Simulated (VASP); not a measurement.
VASP input:

POSCAR:
```
FeAl
1
    2.9100000000     0.0000000000     0.0000000000
    0.0000000000     2.9100000000     0.0000000000
    0.0000000000     0.0000000000     2.9100000000
Al Fe
1 1
Direct
  0.5000000000   0.5000000000   0.5000000000
  0.0000000000   0.0000000000   0.0000000000
```

INCAR:
```
SYSTEM = FeAl
PREC = Accurate
ENCUT = 400
EDIFF = 1E-6
NELM = 4
ALGO = Normal
LREAL = .FALSE.
LASPH = .TRUE.
ISMEAR = 1
SIGMA = 0.1
GGA = PE
LMAXMIX = 4
LWAVE = .FALSE.
LCHARG = .FALSE.
ISIF = 2
```

**KPOINTS**
```
Automatic mesh
0
Gamma
9 9 9
0 0 0
```

POTCAR, in this order: Al Fe (PBE.64 set). Program: vasp_std.

Output

standard output:
```
 POSCAR found type information on POSCAR AlFe
 POSCAR found :  2 types and       2 ions
 Reading from existing POTCAR
 Reading from existing POTCAR
 LDA part: xc-table for (Slater+PW92), standard interpolation
 POSCAR, INCAR and KPOINTS ok, starting setup
 WAVECAR not read
 entering main loop
       N       E                     dE             d eps       ncg     rms          rms(c)
DAV:   1     0.260430839319E+02    0.26043E+02   -0.42081E+03   630   0.979E+02
DAV:   2    -0.136067111740E+02   -0.39650E+02   -0.38207E+02   632   0.169E+02
DAV:   3    -0.145383995211E+02   -0.93169E+00   -0.92133E+00   782   0.339E+01
DAV:   4    -0.145568746495E+02   -0.18475E-01   -0.18461E-01   837   0.451E+00

 -----------------------------------------------------------------------------
|                                                                             |
|           W    W    AA    RRRRR   N    N  II  N    N   GGGG   !!!           |
|           W    W   A  A   R    R  NN   N  II  NN   N  G    G  !!!           |
|           W    W  A    A  R    R  N N  N  II  N N  N  G       !!!           |
|           W WW W  AAAAAA  RRRRR   N  N N  II  N  N N  G  GGG   !            |
|           WW  WW  A    A  R   R   N   NN  II  N   NN  G    G                |
|           W    W  A    A  R    R  N    N  II  N    N   GGGG   !!!           |
|                                                                             |
|     The electronic self-consistency was not achieved in the given           |
|     number of steps (NELM). The forces and other quantities evaluated       |
|     might not be reliable so examine the results carefully. If you find     |
|     spurious results, we suggest increasing NELM, if you were close to      |
|     convergence or switching to a different ALGO or adjusting the           |
|     density mixing parameters otherwise.                                    |
|                                                                             |
 -----------------------------------------------------------------------------

   1 F= -.14556875E+02 E0= -.14557336E+02  d E =0.138481E-02
```

### OUTCAR
```
------------------------ aborting loop EDIFF was not reached (unconverged)  ----------------------------
  FORCE on cell =-STRESS in cart. coord.  units (eV):
  Direction    XX          YY          ZZ          XY          YZ          ZX
  --------------------------------------------------------------------------------------
  Total      -59.4590213    -59.4590213    -59.4590213     -0.0000000     -0.0000000      0.0000000
  in kB    -3865.8889284  -3865.8889284  -3865.8889284     -0.0000000     -0.0000000      0.0000000
  external PRESSURE =   -3865.8889284 kB  Pullay stress =       0.0000000 kB
  volume of cell :       24.64
      direct lattice vectors                 reciprocal lattice vectors
     2.910000000  0.000000000  0.000000000     0.343642612  0.000000000  0.000000000
     0.000000000  2.910000000  0.000000000     0.000000000  0.343642612  0.000000000
     0.000000000  0.000000000  2.910000000     0.000000000  0.000000000  0.343642612
 POSITION                                       TOTAL-FORCE (eV/Angst)
 -----------------------------------------------------------------------------------
      1.45500      1.45500      1.45500         0.000000      0.000000      0.000000
      0.00000      0.00000      0.00000         0.000000      0.000000      0.000000
 -----------------------------------------------------------------------------------
    total drift:                               -0.000000      0.000000     -0.000000
  FREE ENERGIE OF THE ION-ELECTRON SYSTEM (eV)
  ---------------------------------------------------
  free  energy   TOTEN  =       -14.5568746495 eV

  energy  without entropy=      -14.5582594637  energy(sigma->0) =      -14.55733625
```
(Selected blocks of OUTCAR.)

**Question.** Read the log: what went wrong, and how is it fixed?

**Answer.** The cause: NELM is too small, so the electronic loop ends before EDIFF is met. Convergence was not reached. Against the sound run, the energy per atom (σ→0) drops by 0.977 eV/atom; the pressure decreases by 379.13 GPa. To mend it, set NELM = 100.

The mended run (PBE GGA, plane waves, VASP's PBE PAW potentials (set 64)) converges, and its OSZICAR ends with
```
   1 F= -.12602801E+02 E0= -.12602908E+02  d E =0.321448E-03
```

The compound is FeAl in the CsCl type structure. The cell was not relaxed at this level. The run is not spin-polarised, so no magnetic state was tried. The electron count is odd and the run is not spin-polarised, which forces a metal.
